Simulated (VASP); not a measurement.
Data:

```
CELL_PARAMETERS angstrom
      4.69698    -2.17216    -0.00260
      4.69698     2.17216    -0.00260
      3.69445     0.00000     3.62366
ATOMIC_POSITIONS crystal
  Ca 0.00000 0.00000 0.00000
  C  0.16682 0.83318 0.50000
  C  0.50000 0.16682 0.83318
  C  0.83318 0.50000 0.16682
  C  0.83318 0.16682 0.50000
  C  0.50000 0.83318 0.16682
  C  0.16682 0.50000 0.83318
```

These are PBE GGA, VASP's PBE PAW potentials (set 64) (plane waves; VASP) values and carry that method's errors. Settings: 520 eV cut-off, 10×10×10 Γ-centred mesh, tetrahedra with Blöchl corrections, potentials Ca_sv C.

The cores are frozen, which limits the accuracy of field gradients.

Task: Give the principal components of the electric field gradient (V/Å²) and the asymmetry η at each nucleus.

Result: 
```json
[
 {"atom": "Ca1", "Vxx": "17.4", "Vyy": "17.4", "Vzz": "-34.9", "η": "0.00"},
 {"atom": "C2", "Vxx": "-5.4", "Vyy": "-4.6", "Vzz": "10.0", "η": "0.08"},
 {"atom": "C3", "Vxx": "-5.4", "Vyy": "-4.6", "Vzz": "10.0", "η": "0.08"},
 {"atom": "C4", "Vxx": "-5.4", "Vyy": "-4.6", "Vzz": "10.0", "η": "0.08"},
 {"atom": "C5", "Vxx": "-5.4", "Vyy": "-4.6", "Vzz": "10.0", "η": "0.08"},
 {"atom": "C6", "Vxx": "-5.4", "Vyy": "-4.6", "Vzz": "10.0", "η": "0.08"},
 {"atom": "C7", "Vxx": "-5.4", "Vyy": "-4.6", "Vzz": "10.0", "η": "0.08"}
]
```

The compound is CaC6 in the sg166 structure. It was relaxed first.
